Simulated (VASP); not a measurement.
All values below come from PBE GGA with D3 dispersion (zero damping), VASP's PBE PAW potentials (set 64) (plane waves; VASP 6.6.1).

A VASP calculation is set up with these files.

KPOINTS:
```
Regular mesh
0
gamma
 12 12 7
```

**INCAR**
```
SYSTEM = Dy
PREC = Accurate; ENCUT = 520; LREAL = .FALSE.
LASPH = .TRUE.
EDIFF = 1E-7; NELM = 100; ALGO = Normal
LMAXMIX = 6
ISMEAR = 1; SIGMA = 0.1
GGA = PE; IVDW = 11
IBRION = 2; NSW = 30; ISIF = 4
EDIFFG = -0.01
LWAVE = .FALSE.; LCHARG = .FALSE.
```

**POSCAR**
```
Dy
1.0
  1.7985343972  -3.1151527585   0.0000000000
  1.7985343972   3.1151527585   0.0000000000
  0.0000000000   0.0000000000   5.5413356438
Dy
2
Cart
  1.7985343972   1.0383863296   1.3853339110
  1.7985343972  -1.0383863296   4.1560017329
```

POTCAR, in this order: Dy_3 (PBE.64 set). Program: vasp_std.

The run wrote:

### OSZICAR
```
       N       E                     dE             d eps       ncg     rms          rms(c)
DAV:   1     0.487966866307E+02    0.48797E+02   -0.88618E+03  1984   0.125E+03
DAV:   2    -0.580602948133E+01   -0.54603E+02   -0.53425E+02  2011   0.310E+02
DAV:   3    -0.891295846427E+01   -0.31069E+01   -0.28376E+01  2746   0.401E+01
DAV:   4    -0.903749474431E+01   -0.12454E+00   -0.12124E+00  2610   0.866E+00
DAV:   5    -0.904181598573E+01   -0.43212E-02   -0.43163E-02  2852   0.113E+00    0.244E+01
DAV:   6    -0.904486313711E+01   -0.30472E-02   -0.22416E-02  3027   0.141E+00    0.146E+01
DAV:   7    -0.905405617192E+01   -0.91930E-02   -0.41088E-02  3009   0.194E+00    0.238E-01
DAV:   8    -0.905377537582E+01    0.28080E-03   -0.22632E-03  2506   0.403E-01    0.652E-02
DAV:   9    -0.905378723841E+01   -0.11863E-04   -0.21813E-04  2538   0.135E-01    0.320E-02
DAV:  10    -0.905378060275E+01    0.66357E-05   -0.35530E-05  2614   0.484E-02    0.387E-02
DAV:  11    -0.905378145865E+01   -0.85590E-06   -0.41835E-06  2401   0.172E-02    0.106E-03
DAV:  12    -0.905378169997E+01   -0.24132E-06   -0.39900E-07  2430   0.600E-03    0.371E-03
DAV:  13    -0.905378156352E+01    0.13645E-06   -0.47031E-08  1438   0.193E-03    0.478E-04
DAV:  14    -0.905378156032E+01    0.31976E-08   -0.77848E-09  1423   0.998E-04
   1 F= -.98113536E+01 E0= -.98107571E+01  d E =-.981135E+01
       N       E                     dE             d eps       ncg     rms          rms(c)
DAV:   1    -0.905710255641E+01   -0.33210E-02   -0.10327E-01  1986   0.244E+00    0.208E-01
DAV:   2    -0.905583553362E+01    0.12670E-02   -0.22121E-03  2576   0.507E-01    0.133E-01
DAV:   3    -0.905523922391E+01    0.59631E-03   -0.70470E-04  2510   0.224E-01    0.703E-02
DAV:   4    -0.905524337673E+01   -0.41528E-05   -0.13614E-04  2859   0.906E-02    0.335E-02
DAV:   5    -0.905524367852E+01   -0.30179E-06   -0.30634E-06  2639   0.140E-02    0.117E-02
DAV:   6    -0.905524343232E+01    0.24620E-06   -0.45942E-07  2599   0.550E-03    0.234E-03
DAV:   7    -0.905524339389E+01    0.38422E-07   -0.46758E-08  1238   0.211E-03
   2 F= -.98123312E+01 E0= -.98118924E+01  d E =-.977572E-03
       N       E                     dE             d eps       ncg     rms          rms(c)
DAV:   1    -0.905853632115E+01   -0.32929E-02   -0.13376E-01  1976   0.278E+00    0.236E-01
DAV:   2    -0.905687132168E+01    0.16650E-02   -0.28836E-03  2571   0.578E-01    0.150E-01
DAV:   3    -0.905610099643E+01    0.77033E-03   -0.89246E-04  2507   0.250E-01    0.842E-02
DAV:   4    -0.905610371054E+01   -0.27141E-05   -0.17496E-04  2876   0.103E-01    0.389E-02
DAV:   5    -0.905610399446E+01   -0.28392E-06   -0.36966E-06  2605   0.155E-02    0.119E-02
DAV:   6    -0.905610369457E+01    0.29989E-06   -0.65224E-07  2700   0.650E-03    0.214E-03
DAV:   7    -0.905610365733E+01    0.37231E-07   -0.66523E-08  1158   0.242E-03
   3 F= -.98127100E+01 E0= -.98124345E+01  d E =-.135644E-02
```

File OUTCAR:
```
------------------------ aborting loop because EDIFF is reached ----------------------------------------
 Edisp (eV)   -0.75661
  FORCE on cell =-STRESS in cart. coord.  units (eV):
  Direction    XX          YY          ZZ          XY          YZ          ZX
  --------------------------------------------------------------------------------------
  Total      -0.50664    -0.50664    -0.51072     0.00000     0.00000     0.00000
  in kB     -13.07274   -13.07274   -13.17797     0.00000     0.00000     0.00000
  external pressure =      -13.11 kB  Pullay stress =        0.00 kB
  volume of cell :       62.09
      direct lattice vectors                 reciprocal lattice vectors
     1.789870600 -3.100146634 -0.000000000     0.279349803 -0.161282694 -0.000000000
     1.789870600  3.100146634  0.000000000     0.279349803  0.161282694  0.000000000
     0.000000000 -0.000000000  5.595110685     0.000000000 -0.000000000  0.178727474
 POSITION                                       TOTAL-FORCE (eV/Angst)
 -----------------------------------------------------------------------------------
      1.78987      1.03338      1.39878         0.000000     -0.000000      0.000000
      1.78987     -1.03338      4.19633        -0.000000      0.000000      0.000000
 -----------------------------------------------------------------------------------
    total drift:                                0.000000      0.000100     -0.000011
  FREE ENERGIE OF THE ION-ELECTRON SYSTEM (eV)
  ---------------------------------------------------
  free  energy   TOTEN  =        -9.8127100471 eV

  energy  without entropy=       -9.8118832831  energy(sigma->0) =       -9.81243446

 reached required accuracy - stopping structural energy minimisation
```
(Selected blocks of OUTCAR.)

File CONTCAR:
```
Dy
   1.00000000000000
     1.7898705999350706   -3.1001466341606627   -0.0000000000000000
     1.7898705999350706    3.1001466341606627    0.0000000000000000
     0.0000000000000000   -0.0000000000000000    5.5951106847927026
  Dy
     2
Direct
     0.3333330000000032    0.6666669999999968    0.2500000000000000
     0.6666669999999968    0.3333330000000032    0.7500000000000000
```

The 4f electrons are frozen in the core of the lanthanide potential, so 4f levels, which can set the real gap, and their magnetism are missing.

The compound is Dy in the hcp structure. This cell is one point of a volume scan, at 1.03 of the reference volume. Symmetry was kept, so distortions that lower it aren't found.
